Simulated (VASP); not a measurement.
## Nb2B under changes of volume

One of the cells (15.265 Å³/atom); the others are scaled copies at fixed shape and fractional positions:

```
Nb B
1.0
     4.43679    0.00000    0.00000
    -2.21840    3.84238    0.00000
     0.00000    0.00000    2.68622
Nb B
2 1
Direct
  0.33333 0.66667 0.50000
  0.66667 0.33333 0.50000
  0.00000 0.00000 0.00000
```

The cell was built by a generator and needn't be a form met in nature.

| Item | Value |
| --- | --- |
| Program | VASP 6.6.1 |
| Functional | PBE |
| Potentials or basis | VASP PAW PBE potentials, release 64 (Nb_sv, B) |
| Cutoff | 520 eV |
| k mesh | 7 × 7 × 10 |
| Occupations | fermi-dirac, width 0.05 eV |
| Spin | no spin polarisation |

```csv
volume (Å³/atom),energy over the lowest point (meV/atom),pressure (GPa)
14.068,27.60,11.2
14.367,10.21,7.1
14.666,?,?
15.265,0.00,-3.2
15.564,8.44,-6.0
15.863,21.83,-8.5
```

Question: What does the run at 14.666 Å³/atom give?

Answer: Energy over the lowest point 0.24 meV/atom; pressure 3.3 GPa.

Worked out: A Birch-Murnaghan fit of order 3 (a polynomial in V^(-2/3)) to the other rows has its minimum at 14.97 Å³/atom with B0 = V·E''(V) = 163 GPa and B' = 4.1 at fixed shape and positions, which overstates the stiffness. It gives 0.28 meV/atom at 14.666 Å³/atom, against the run's 0.24, and -dE/dV = 3.5 GPa, against 3.3.

Energies are extrapolated to zero smearing.
